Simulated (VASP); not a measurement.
Write the native input for VASP 6.6.1 that does the following.

* Task: single point
* Functional: r2SCAN
* Potentials or basis: VASP PAW PBE potentials, release 64 (Tl_d, Si)
* Cutoff: 520 eV
* k mesh: 6 × 6 × 6
* Occupations: methfessel-paxton, width 0.0146 eV
* Spin: no spin polarisation
* Dipole correction: no
* Further INCAR settings: ALGO = Normal; EDIFF = 1e-06

The system is Tl2Si.

```
Tl Si
1.0
    -3.46296    3.46296    2.95853
     3.46296   -3.46296    2.95853
     3.46296    3.46296   -2.95853
Tl Si
4 2
Direct
  0.66970 0.16970 0.83940
  0.16970 0.33030 0.50000
  0.33030 0.83030 0.16060
  0.83030 0.66970 0.50000
  0.25000 0.25000 0.00000
  0.75000 0.75000 0.00000
```

The cell was built by a generator and needn't be a form met in nature.

The input as run:

POSCAR

```
Tl2Si
1.0
   -3.4629640000      3.4629640000      2.9585340000
    3.4629640000     -3.4629640000      2.9585340000
    3.4629640000      3.4629640000     -2.9585340000
Tl Si
4 2
Direct
    0.6697000000      0.1697000000      0.8394000000
    0.1697000000      0.3303000000      0.5000000000
    0.3303000000      0.8303000000      0.1606000000
    0.8303000000      0.6697000000      0.5000000000
    0.2500000000      0.2500000000      0.0000000000
    0.7500000000      0.7500000000      0.0000000000
```

INCAR.step1

```
PREC = Accurate
ENCUT = 520
ISMEAR = -5
SIGMA = 0.0146
LREAL = False
LASPH = True
NELM = 100
GGA = PE
ALGO = Normal
EDIFF = 1E-4
LWAVE = True
LCHARG = False
```

INCAR.step2

```
PREC = Accurate
ENCUT = 520
EDIFF = 1E-6
ISMEAR = 1
SIGMA = 0.0146
LREAL = False
LASPH = True
NELM = 100
ALGO = Normal
ISIF = 2
LWAVE = False
LCHARG = False
METAGGA = R2SCAN
LMIXTAU = True
LORBIT = 10
ISTART = 1
```

KPOINTS

```
Automatic mesh
0
Gamma
  6 6 6
```

Potentials or basis: VASP PAW PBE potentials, release 64 (Tl_d, Si).

Launch:

```sh
$ cat potpaw_PBE.64/Tl_d/POTCAR potpaw_PBE.64/Si/POTCAR > POTCAR
$ cp INCAR.step1 INCAR
$ mpirun -np 1 vasp_std > vasp.out
$ cp INCAR.step2 INCAR
$ mpirun -np 1 vasp_std > vasp.out
```

Results of the run:

- Pressure: 4.5 GPa
- Largest force: 0.478 eV/Å
- Band gap on the k mesh: none (metal or under the smearing width)
- Valence electrons inside the program's atomic spheres: Tl 11.26; Si 1.58

Caveat: the PAW data sets were made with another functional, which shifts forces and pressure a little.

Wall time 17 min on 1 thread of AMD EPYC 7R43 64-Core Processor (Zen 3) (shared host), peak memory 0.39 GiB.
